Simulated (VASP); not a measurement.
Given:

```yaml
crystal:
  lattice:
    - [5.49707, 0.00000, 0.00000]
    - [0.00000, 5.49707, 0.00000]
    - [0.00000, 0.00000, 5.49707]
  atoms:
    - { symbol: C, position: [0.99227, 0.99662, 0.99406] }
    - { symbol: C, position: [0.49139, 0.01922, 0.49009] }
    - { symbol: C, position: [0.51316, 0.48006, 0.98983] }
    - { symbol: C, position: [0.97991, 0.51113, 0.49565] }
    - { symbol: O, position: [0.12311, 0.13279, 0.12358] }
    - { symbol: O, position: [0.88610, 0.87414, 0.89215] }
    - { symbol: O, position: [0.38798, 0.87734, 0.62652] }
    - { symbol: O, position: [0.61779, 0.10752, 0.38659] }
    - { symbol: O, position: [0.61717, 0.37502, 0.87838] }
    - { symbol: O, position: [0.38408, 0.64648, 0.11365] }
    - { symbol: O, position: [0.87099, 0.60805, 0.37883] }
    - { symbol: O, position: [0.13605, 0.37162, 0.63066] }
```

All values below come from PBEsol GGA, VASP's PBE PAW potentials (set 64) (plane waves; VASP). Settings: 400 eV cut-off, 3×3×3 Γ-centred mesh, Fermi-Dirac smearing of 0.010 eV, potentials C O.

At this cut-off the stress carries a Pulay error, which pulls relaxed volumes low.

Task: What does the run give for the energy per atom (σ→0), pressure, largest force?

Result: 
The energy per atom (σ→0) comes out as -7.269 eV/atom. The pressure is 145.8 kbar and the largest force is 33.666 eV/Å.

The structure comes from a computed database's CO2 entry; how it stands against other phases isn't given here. The cell was not relaxed at this level.
